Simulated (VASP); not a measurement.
# AlB3P4 (P-4m2) in VASP: a series of runs

Runs on AlB3P4. Level: PBE. Tasks: band structure, Born charges and dielectric tensor.

Program: VASP 6.6.1. These are calculated values, not measurements. Logs are shortened: lines on timing, memory, paths and dates and some standing lists are left out, and cuts for length are marked.

**1. Starting point**

It takes space group P-4m2 (No. 115, tetragonal). Conventional cell: a = 3.344 Å, b = 3.344 Å, c = 9.833 Å, α = 90.00°, β = 90.00°, γ = 90.00°. Al (site symmetry -4m2) is surrounded by 4 P at 2.30 Å. B (site symmetry 2mm) has 4 P at 2.00 to 2.01 Å as nearest neighbours. B (site symmetry -4m2) has 4 P at 2.01 Å as nearest neighbours. Around P (site symmetry 2mm) lie 4 B at 2.01 Å. Around P (site symmetry 2mm) lie 2 B at 2.00 Å and 2 Al at 2.30 Å.

The cell was built by a generator and needn't be a form met in nature.

**2. Band structure, PBE**

Input file INCAR:

```
SYSTEM = AlB3P4
PREC     = Accurate       ! precision mode
ENCUT    = 520            ! plane-wave cutoff, eV
EDIFF    = 1E-7           ! SCF threshold, eV
ISMEAR   = 0              ! smearing method
SIGMA    = 0.1            ! smearing width, eV
LREAL    = .False.        ! projectors in reciprocal space
LASPH    = .True.         ! aspherical terms in the spheres
NELM     = 100            ! most SCF steps
ALGO     = Normal         ! electronic algorithm
ISIF     = 2              ! what is computed and relaxed
LWAVE    = .False.        ! write WAVECAR
LCHARG   = .False.        ! write CHGCAR
GGA      = PE             ! functional
NBANDS   = 26             ! bands
KPAR     = 4
```

Input file KPOINTS:

```
regular mesh
0
Gamma
  10 10 4
  0 0 0
```

Input file POSCAR:

```
AlB3P4
1.0
    3.3435800000      0.0000000000      0.0000000000
    0.0000000000      3.3435800000      0.0000000000
    0.0000000000      0.0000000000      9.8333600000
Al B P
1 3 4
Direct
    0.0000000000      0.0000000000      0.0000000000
    0.5000000000      0.5000000000      0.7273140000
    0.0000000000      0.0000000000      0.5000000000
    0.5000000000      0.5000000000      0.2726860000
    0.0000000000      0.5000000000      0.6136170000
    0.5000000000      0.0000000000      0.3863830000
    0.0000000000      0.5000000000      0.1608160000
    0.5000000000      0.0000000000      0.8391840000
```

Input file KPOINTS_OPT:

```
path GXMGZRAZ,XR,MA
20
line-mode
reciprocal
 0.0000000000  0.0000000000  0.0000000000  G
 0.0000000000  0.5000000000  0.0000000000  X

 0.0000000000  0.5000000000  0.0000000000  X
 0.5000000000  0.5000000000  0.0000000000  M

 0.5000000000  0.5000000000  0.0000000000  M
 0.0000000000  0.0000000000  0.0000000000  G

 0.0000000000  0.0000000000  0.0000000000  G
 0.0000000000  0.0000000000  0.5000000000  Z

 0.0000000000  0.0000000000  0.5000000000  Z
 0.0000000000  0.5000000000  0.5000000000  R

 0.0000000000  0.5000000000  0.5000000000  R
 0.5000000000  0.5000000000  0.5000000000  A

 0.5000000000  0.5000000000  0.5000000000  A
 0.0000000000  0.0000000000  0.5000000000  Z

 0.0000000000  0.5000000000  0.0000000000  X
 0.0000000000  0.5000000000  0.5000000000  R

 0.5000000000  0.5000000000  0.0000000000  M
 0.5000000000  0.5000000000  0.5000000000  A
```

Potentials or basis: VASP PAW PBE potentials, release 64 (Al, B, P).

The run is started by

```sh
cat potpaw_PBE.64/Al/POTCAR potpaw_PBE.64/B/POTCAR potpaw_PBE.64/P/POTCAR > POTCAR
mpirun -np 4 vasp_std > vasp.out
```

OUTCAR:

```text
SYSTEM = AlB3P4
   PREC = Accurate
   ENCUT = 520
   EDIFF = 1E-7
   ISMEAR = 0
   LREAL = .False.
   LASPH = .True.
   NELM = 100
   ISIF = 2
   GGA = PE

 ion  position               nearest neighbor table
   1  0.000  0.000  0.000-   7 2.30   8 2.30   7 2.30   8 2.30
   2  0.500  0.500  0.727-   8 2.00   8 2.00   5 2.01   5 2.01
   3  0.000  0.000  0.500-   5 2.01   6 2.01   5 2.01   6 2.01
   4  0.500  0.500  0.273-   7 2.00   7 2.00   6 2.01   6 2.01
   5  0.000  0.500  0.614-   3 2.01   3 2.01   2 2.01   2 2.01
   6  0.500  0.000  0.386-   3 2.01   3 2.01   4 2.01   4 2.01
   7  0.000  0.500  0.161-   4 2.00   4 2.00   1 2.30   1 2.30
   8  0.500  0.000  0.839-   2 2.00   2 2.00   1 2.30   1 2.30

  LATTYP: Found a simple tetragonal cell.
 ALAT       =     3.3435800000
 C/A-ratio  =     2.9409674660

  Lattice vectors:

 A1 = (   3.3435800000,   0.0000000000,   0.0000000000)
 A2 = (   0.0000000000,   3.3435800000,   0.0000000000)
 A3 = (   0.0000000000,   0.0000000000,   9.8333600000)

Analysis of symmetry for initial positions (statically):
=====================================================================
 Subroutine PRICEL returns:
 Original cell was already a primitive cell.

 Routine SETGRP: Setting up the symmetry group for a
 simple tetragonal supercell.

 Subroutine GETGRP returns: Found  8 space group operations
 (whereof  8 operations were pure point group operations)
 out of a pool of 16 trial point group operations.

The static configuration has the point symmetry D_2d.

Analysis of symmetry for dynamics (positions and initial velocities):
=====================================================================
 Subroutine PRICEL returns:
 Original cell was already a primitive cell.

 Routine SETGRP: Setting up the symmetry group for a
 simple tetragonal supercell.

 Subroutine GETGRP returns: Found  8 space group operations
 (whereof  8 operations were pure point group operations)
 out of a pool of 16 trial point group operations.

The dynamic configuration has the point symmetry D_2d.

 Subroutine INISYM returns: Found  8 space group operations
 (whereof  8 operations are pure point group operations),
 and found     1 'primitive' translations

----------------------------------------------------------------------------------------

                                     Primitive cell

  volume of cell :     109.9323

  direct lattice vectors                    reciprocal lattice vectors
     3.343580000  0.000000000  0.000000000     0.299080626  0.000000000  0.000000000
     0.000000000  3.343580000  0.000000000     0.000000000  0.299080626  0.000000000
     0.000000000  0.000000000  9.833360000     0.000000000  0.000000000  0.101694639

  length of vectors
     3.343580000  3.343580000  9.833360000     0.299080626  0.299080626  0.101694639

  position of ions in fractional coordinates (direct lattice)
     0.000000000  0.000000000  0.000000000
     0.500000000  0.500000000  0.727314000
     0.000000000  0.000000000  0.500000000
     0.500000000  0.500000000  0.272686000
     0.000000000  0.500000000  0.613617000
     0.500000000  0.000000000  0.386383000
     0.000000000  0.500000000  0.160816000
     0.500000000  0.000000000  0.839184000

  ion indices of the primitive-cell ions
   primitive index   ion index
                 1           1
                 2           2
                 3           3
                 4           4
                 5           5
                 6           6
                 7           7
                 8           8

----------------------------------------------------------------------------------------

 KPOINTS: regular mesh

Automatic generation of k-mesh.
 Grid dimensions read from file:
 generate k-points for:   10   10    4

 Generating k-lattice:

  Cartesian coordinates                     Fractional coordinates (reciprocal lattice)
     0.029908063  0.000000000  0.000000000     0.100000000  0.000000000  0.000000000
     0.000000000  0.029908063  0.000000000     0.000000000  0.100000000  0.000000000
     0.000000000  0.000000000  0.025423660     0.000000000  0.000000000  0.250000000

  Length of vectors
     0.029908063  0.029908063  0.025423660

  Shift w.r.t. Gamma in fractional coordinates (k-lattice)
     0.000000000  0.000000000  0.000000000

 Subroutine IBZKPT returns following result:
 ===========================================

 Found     63 irreducible k-points:

 Following reciprocal coordinates:
            Coordinates               Weight
  0.000000  0.000000  0.000000      1.000000
  0.100000  0.000000  0.000000      4.000000
  0.200000  0.000000  0.000000      4.000000
  0.300000  0.000000  0.000000      4.000000
  0.400000  0.000000  0.000000      4.000000
  0.500000  0.000000  0.000000      2.000000
[... 16 lines left out ...]
  0.100000  0.000000  0.250000      8.000000
  0.200000  0.000000  0.250000      8.000000
 [... further k-points ...]
   k-points           NKPTS =     63   k-points in BZ     NKDIM =     63   number of bands    NBANDS=     26
   number of dos      NEDOS =    301   number of ions     NIONS =      8
   total plane-waves  NPLWV =  62720
   dimension x,y,z NGX =    28 NGY =   28 NGZ =   80
   dimension x,y,z NGXF=    56 NGYF=   56 NGZF=  160
   ions per type =               1   3   4
   NGX,Y,Z   is equivalent  to a cutoff of  13.92, 13.92, 13.53 a.u.
   NGXF,Y,Z  is equivalent  to a cutoff of  27.84, 27.84, 27.05 a.u.
 SYSTEM =  AlB3P4
   PREC   = accura    normal or accurate (medium, high low for compatibility)
   ISTART =      0    job   : 0-new  1-cont  2-samecut
   ICHARG =      2    charge: 1-file 2-atom 10-const
   ISPIN  =      1    spin polarized calculation?
   LNONCOLLINEAR =      F non collinear calculations
   LSORBIT =      F    spin-orbit coupling
   LASPH  =      T    aspherical Exc in radial PAW
   ENCUT  =  520.0 eV  38.22 Ry    6.18 a.u.   6.22  6.22 18.28*2*pi/ulx,y,z
   NELM   =    100;   NELMIN=  2; NELMDL= -5     # of ELM steps
   EDIFF  = 0.1E-06   stopping-criterion for ELM
   LREAL  =      F    real-space projection
   EDIFFG = 0.1E-05   stopping-criterion for IOM
   NSW    =      0    number of steps for IOM
   IBRION =     -1    ionic relax: 0-MD 1-quasi-New 2-CG
   NFREE  =      0    steps in history (QN), initial steepest desc. (CG)
   ISIF   =      2    stress and relaxation
   ISYM   =      2    0-nonsym 1-usesym 2-fastsym
   POTIM  = 0.5000    time-step for ionic-motion
   TEBEG  =    0.0;   TEEND  =   0.0 temperature during run
   PSTRESS=    0.0 pullay stress
   NELECT =      32.0000    total number of electrons
   NUPDOWN=      -1.0000    fix difference up-down
   EMIN   =  10.00;   EMAX   =-10.00  energy-range for DOS
   EFERMI =   0.00;   METHOD = LEGACY
   ISMEAR =     0;   SIGMA  =   0.10  broadening in eV -4-tet -1-fermi 0-gaus
   EFERMI_NEDOS =   21; number of points for ismear=-14 and -15
   IALGO  =     38    algorithm
   IMIX   =      4    mixing-type and parameters
     AMIX     =   0.40;   BMIX     =  1.00
     AMIX_MAG =   1.60;   BMIX_MAG =  1.00
  volume/ion in A,a.u.               =      13.74        92.73
  Fermi-wavevector in a.u.,A,eV,Ry     =   1.084967  2.050290 16.016132  1.177153
  Thomas-Fermi vector in A             =   2.221069
   LORBIT       =      0    0 simple, 1 ext, 2 COOP (PROOUT), +10 PAW based schemes
   GGA     = PE    functional components
   LHFCALC =     F    Hartree Fock is set to
   AEXX    =    0.0000 exact exchange contribution
   IVDW    =     0    specifies the selected vdW correction
   LEPSILON=     F    determine dielectric tensor
   LRPA    =     F    only Hartree local field effects (RPA)
 non-spin polarized calculation
 Gauss-broadening in eV      SIGMA  =   0.10
  energy-cutoff  :      520.00
  volume of cell :      109.93
 maximum number of plane-waves:      3008
 NGX is ok and might be reduce to    28
   NGX = 13   NGY = 13   NGZ = 37

 number of electron      32.0000000 magnetization

 Free energy of the ion-electron system (eV)
  ---------------------------------------------------
  ext. energy  EPLUGINS =         0.00000000
  ---------------------------------------------------
  free energy    TOTEN  =       -47.76996219 eV

  energy without entropy =      -47.76996056  energy(sigma->0) =      -47.76996138

 E-fermi :   7.5301     XC(G=0): -10.3858

 val. band max:        7.2801019463   @ k =   0.0000   0.0000   0.0000
 cond. band min:       7.7903062973   @ k =   0.4000   0.4000   0.0000
 fundamental gap:      0.5102043510
 Fermi energy:         7.5300701077

 k-point     1 :       0.0000    0.0000    0.0000
  band No.  band energies     occupation
      1      -7.9267      2.00000
      2      -6.7911      2.00000
      3      -5.8802      2.00000
      4      -3.6193      2.00000
      5      -1.1501      2.00000
      6       2.6979      2.00000
[... 18 lines left out ...]
     25      11.1837      0.00000
     26      12.4872      0.00000

 k-point     2 :       0.1000    0.0000    0.0000
  band No.  band energies     occupation
      1      -7.8180      2.00000
      2      -6.6903      2.00000
      3      -5.7843      2.00000
      4      -3.5873      2.00000
      5      -1.0795      2.00000
      6       1.9310      2.00000
[... 18 lines left out ...]
     25      11.7332      0.00000
     26      12.6162      0.00000

 k-point     3 :       0.2000    0.0000    0.0000
  band No.  band energies     occupation
      1      -7.4948      2.00000
      2      -6.3949      2.00000
      3      -5.5101      2.00000
      4      -3.5636      2.00000
      5      -0.9106      2.00000
      6       0.8900      2.00000
[... 18 lines left out ...]
     25      12.3641      0.00000
     26      12.6052      0.00000

 k-point     4 :       0.3000    0.0000    0.0000
  band No.  band energies     occupation
      1      -6.9677      2.00000
      2      -5.9341      2.00000
      3      -5.1153      2.00000
      4      -3.7817      2.00000
      5      -0.8000      2.00000
      6      -0.2951      2.00000
[... 18 lines left out ...]
     25      12.1577      0.00000
     26      12.8875      0.00000
[... 496 lines left out ...]
      1      -7.8943      2.00000
      2      -6.9622      2.00000
      3      -5.5639      2.00000
      4      -3.9866      2.00000
      5      -0.6566      2.00000
      6       1.6041      2.00000
[... 18 lines left out ...]
     25      11.9825      0.00000
     26      12.7299      0.00000

 k-point    23 :       0.1000    0.0000    0.2500
  band No.  band energies     occupation
      1      -7.7859      2.00000
      2      -6.8589      2.00000
      3      -5.4735      2.00000
      4      -3.9351      2.00000
      5      -0.6281      2.00000
      6       1.3220      2.00000
[... 18 lines left out ...]
     25      12.0796      0.00000
     26      12.4323      0.00000

 k-point    24 :       0.2000    0.0000    0.2500
  band No.  band energies     occupation
      1      -7.4639      2.00000
      2      -6.5551      2.00000
      3      -5.2193      2.00000
      4      -3.8389      2.00000
      5      -0.6548      2.00000
      6       0.4723      2.00000
[... 18 lines left out ...]
     25      12.2243      0.00000
     26      12.3610      0.00000

 [... further k-points ...]
[... 5 lines left out ...]
  --------------------------------------------------------------------------------------
  -------------------------------------------------------------------------------------
  Total       -0.0005140     -0.0005140     -0.0005894      0.0000000      0.0000000      0.0000000
  in kB       -0.0074914     -0.0074914     -0.0085898      0.0000000      0.0000000      0.0000000
  external PRESSURE =      -0.0078575 kB  Pullay stress =       0.0000000 kB

 VOLUME and BASIS-vectors are now :
 -----------------------------------------------------------------------------
  energy-cutoff  :      520.00
  volume of cell :      109.93
      direct lattice vectors                 reciprocal lattice vectors
     3.343580000  0.000000000  0.000000000     0.299080626  0.000000000  0.000000000
     0.000000000  3.343580000  0.000000000     0.000000000  0.299080626  0.000000000
     0.000000000  0.000000000  9.833360000     0.000000000  0.000000000  0.101694639

 POSITION                                       TOTAL-FORCE (eV/Angst)
 -----------------------------------------------------------------------------------
      0.00000      0.00000      0.00000        -0.000000      0.000000      0.000000
      1.67179      1.67179      7.15194        -0.000000     -0.000000      0.002386
      0.00000      0.00000      4.91668        -0.000000      0.000000      0.000000
      1.67179      1.67179      2.68142        -0.000000     -0.000000     -0.002386
      0.00000      1.67179      6.03392        -0.000000      0.000000      0.001409
      1.67179      0.00000      3.79944        -0.000000      0.000000     -0.001409
      0.00000      1.67179      1.58136        -0.000000      0.000000     -0.000659
      1.67179      0.00000      8.25200         0.000000      0.000000      0.000659
 -----------------------------------------------------------------------------------
    total drift:                               -0.000000     -0.000000      0.000000

  FREE ENERGIE OF THE ION-ELECTRON SYSTEM (eV)
  ---------------------------------------------------
  free  energy   TOTEN  =       -47.7699621909 eV

  energy  without entropy=      -47.7699605614  energy(sigma->0) =      -47.76996138
```

Run time: 81 s. Hardware: 4 MPI ranks of AMD EPYC 9R45 (Zen 5), shared host; peak memory 0.4 GiB.

What came out:

* Free energy: -47.7700 eV
* Pressure: 0.0 GPa
* Band gap on the k mesh: 0.51 eV, indirect (least direct gap 0.60 eV)
* Band gap along the path: 0.49 eV, indirect (least direct gap 0.59 eV)

Forces on the atoms (eV/Å):
```
Al   0.000  0.000  0.000
B    0.000  0.000  0.002
B    0.000  0.000  0.000
B    0.000  0.000 -0.002
P    0.000  0.000  0.001
P    0.000  0.000 -0.001
P    0.000  0.000 -0.001
P    0.000  0.000  0.001
```

Levels at the corners of the path, in eV from the valence-band top:
| point | band 12 | band 13 | band 14 | band 15 | band 16 | band 17 | band 18 | band 19 | band 20 | band 21 |
| --- | --- | --- | --- | --- | --- | --- | --- | --- | --- | --- |
| Γ | -2.27 | -2.27 | -0.71 | 0.00 | 0.00 | 0.60 | 0.62 | 1.38 | 1.46 | 2.83 |
| X | -2.72 | -2.68 | -2.29 | -2.18 | -0.34 | 1.55 | 2.16 | 2.79 | 3.21 | 3.41 |
| X | -2.72 | -2.68 | -2.29 | -2.18 | -0.34 | 1.55 | 2.16 | 2.79 | 3.21 | 3.41 |
| M | -5.41 | -4.53 | -4.24 | -4.24 | -3.77 | 0.68 | 0.68 | 0.75 | 1.02 | 4.27 |
| M | -5.41 | -4.53 | -4.24 | -4.24 | -3.77 | 0.68 | 0.68 | 0.75 | 1.02 | 4.27 |
| Γ | -2.27 | -2.27 | -0.71 | 0.00 | 0.00 | 0.60 | 0.62 | 1.38 | 1.46 | 2.83 |
| Γ | -2.27 | -2.27 | -0.71 | 0.00 | 0.00 | 0.60 | 0.62 | 1.38 | 1.46 | 2.83 |
| Z | -2.04 | -2.04 | -1.75 | -0.32 | -0.32 | 0.52 | 0.64 | 1.57 | 1.74 | 2.26 |
| Z | -2.04 | -2.04 | -1.75 | -0.32 | -0.32 | 0.52 | 0.64 | 1.57 | 1.74 | 2.26 |
| R | -3.24 | -2.78 | -2.72 | -2.70 | -0.34 | 2.23 | 2.65 | 2.73 | 3.01 | 3.29 |
| R | -3.24 | -2.78 | -2.72 | -2.70 | -0.34 | 2.23 | 2.65 | 2.73 | 3.01 | 3.29 |
| A | -4.87 | -4.82 | -4.53 | -4.53 | -4.40 | 1.56 | 1.56 | 1.78 | 2.27 | 2.30 |
| A | -4.87 | -4.82 | -4.53 | -4.53 | -4.40 | 1.56 | 1.56 | 1.78 | 2.27 | 2.30 |
| Z | -2.04 | -2.04 | -1.75 | -0.32 | -0.32 | 0.52 | 0.64 | 1.57 | 1.74 | 2.26 |
| X | -2.72 | -2.68 | -2.29 | -2.18 | -0.34 | 1.55 | 2.16 | 2.79 | 3.21 | 3.41 |
| R | -3.24 | -2.78 | -2.72 | -2.70 | -0.34 | 2.23 | 2.65 | 2.73 | 3.01 | 3.29 |
| M | -5.41 | -4.53 | -4.24 | -4.24 | -3.77 | 0.68 | 0.68 | 0.75 | 1.02 | 4.27 |
| A | -4.87 | -4.82 | -4.53 | -4.53 | -4.40 | 1.56 | 1.56 | 1.78 | 2.27 | 2.30 |

(Continued in part 2 of 2.)
